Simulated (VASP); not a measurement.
Runs of VASP 6.6.1 on HgTe (Coloradoite). The structure is cubic, space group F-43m (No. 216). Conventional cell: a = 6.516 Å, b = 6.516 Å, c = 6.516 Å, α = 90.00°, β = 90.00°, γ = 90.00°. Hg (site symmetry -43m) has 4 Te at 2.82 Å as nearest neighbours. Te (site symmetry -43m) has 4 Hg at 2.82 Å as nearest neighbours. 

```csv
task,level,potentials or basis,spin,cell,k mesh,cutoff (eV),gap on the mesh (eV),pressure (GPa)
optical spectrum,PBE,"VASP PAW PBE potentials, release 64 (Hg, Te)",off,as given,10 × 10 × 10,520,none,2.5
relaxation of cell and atoms,PBEsol,"VASP PAW PBE potentials, release 64 (Hg, Te)",off,relaxed,10 × 10 × 10,600,none,0.0
band structure,PBE,"VASP PAW PBE potentials, release 64 (Hg, Te)",off,as given,10 × 10 × 10,520,-,2.5
band structure,r2SCAN,"VASP PAW PBE potentials, release 64 (Hg, Te)",off,as given,10 × 10 × 10,520,-,1.2
band structure,PBE,"VASP PAW PBE potentials, release 64 (Hg, Te)","SOC, no magnetisation",as given,6 × 6 × 6,520,-,(a)
band structure,LDA,"VASP PAW LDA potentials, release 64 (Hg, Te)",off,as given,10 × 10 × 10,520,-,-1.4
```

Alike in all rows: smearing gaussian 0.03 eV.

Task: Estimate the missing entries.

Result: (a) 2.4.

Caveats: spin-orbit coupling is left out, which moves the levels of the heavy elements (some runs); the PAW data sets were made with another functional, which shifts forces and pressure a little (some runs); independent-particle spectra lack excitons (some runs); the intraband (Drude) part of a metal's response may be missing (some runs); the relaxation stopped at its first step, so nothing moved (some runs).

A k mesh can miss the band edges, and rows without SOC leave out spin-orbit coupling on Hg, Te.

A gap of «none» marks a metal or a gap under the smearing width.
